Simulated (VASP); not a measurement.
The system is Si2W.

```xyz
3
Lattice="-1.6069 1.6069 3.9150 1.6069 -1.6069 3.9150 1.6069 1.6069 -3.9150" Properties=species:S:1:pos:R:3 pbc="T T T"
Si    0.0000    0.0000    2.6207
Si    0.0000    0.0000    5.2092
W     0.0000    0.0000    0.0000
```

- Program: VASP 6.6.1
- Task: relaxation of cell and atoms
- Functional: PBE
- Potentials or basis: VASP PAW PBE potentials, release 64 (Si, W_sv)
- Cutoff: 520 eV
- k mesh: 26 × 26 × 26
- Occupations: gaussian, width 0.1 eV
- Spin: no spin polarisation

At the start: pressure 3.4 GPa; volume 13.48 Å³/atom.

How do energy, volume and symmetry change on relaxing?

Over 11 steps the energy falls by 2.1 meV/atom and the volume is 13.68 Å³/atom (+1.5 %); space group I4/mmm (No. 139, to 0.05 Å).

The path:
```
step  energy change (eV)  largest force (eV/Å)  pressure (GPa)  volume (Å³)
   1              0.0000                0.0665            3.37        40.44
   2              0.0134                0.1020           -5.54        42.12
   3             -0.0062                0.0026           -0.01        41.03
   4             -0.0062                0.0039            0.05        41.02
   5             -0.0062                0.0013            0.05        41.02
   6             -0.0062                0.0018            0.04        41.02
   7             -0.0062                0.0020            0.04        41.02
   8             -0.0062                0.0022            0.05        41.02
   9             -0.0062                0.0022            0.05        41.02
  10             -0.0062                0.0007           -0.06        41.04
  11             -0.0062                0.0011            0.00        41.03
```

Final structure:
```cif
data_structure
_symmetry_space_group_name_H-M 'P 1'
_symmetry_Int_Tables_number 1
_cell_length_a 4.5486
_cell_length_b 4.5486
_cell_length_c 4.5486
_cell_angle_alpha 138.413
_cell_angle_beta 138.413
_cell_angle_gamma 60.272
_cell_volume 41.03
loop_
_atom_site_label
_atom_site_type_symbol
_atom_site_fract_x
_atom_site_fract_y
_atom_site_fract_z
_atom_site_occupancy
Si1 Si 0.33454 0.33454 0.00000 1
Si2 Si 0.66546 0.66546 0.00000 1
W1 W 0.00000 0.00000 0.00000 1
```
